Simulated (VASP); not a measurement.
Input:

```
SnTe
1.0
    0.00000     3.14254     3.14254
    3.14254     0.00000     3.14254
    3.14254     3.14254     0.00000
Sn Te
1 1
Direct
  0.00000   0.00000   0.00000
  0.50000   0.50000   0.50000
```

The numbers are results of PBEsol GGA, VASP's PBE PAW potentials (set 64) (plane waves; VASP), not measurements. Run with 500 eV cut-off, 7×7×7 Γ-centred mesh, Gaussian smearing of 0.050 eV, potentials Sn_d Te.

Energy and stress use the plane-wave basis of the starting cell.

Q: The ions, cell shape and volume at an external pressure of 5.0 GPa are relaxed. What does this cell relax into?

A: 
```
SnTe
1.0
    0.00000     3.05308     3.05308
    3.05308     0.00000     3.05308
    3.05308     3.05308     0.00000
Sn Te
1 1
Cartesian
  0.00000   0.00000   0.00000
  3.05308   3.05308   3.05308
```
Space group Fm-3m (225), at a tolerance of 0.03 Å.

Q: How do energy and volume change from the first to the last step?

A: The energy (σ→0) changes by +36.7 meV/atom and the volume by -8.3 %, in 3 ionic steps.

The structure was generated: SnTe was put into the rock salt type (Fm-3m), which need not be its known phase. This run relaxes it under an external pressure of 5 GPa. Symmetry was kept, so distortions that lower it aren't found.
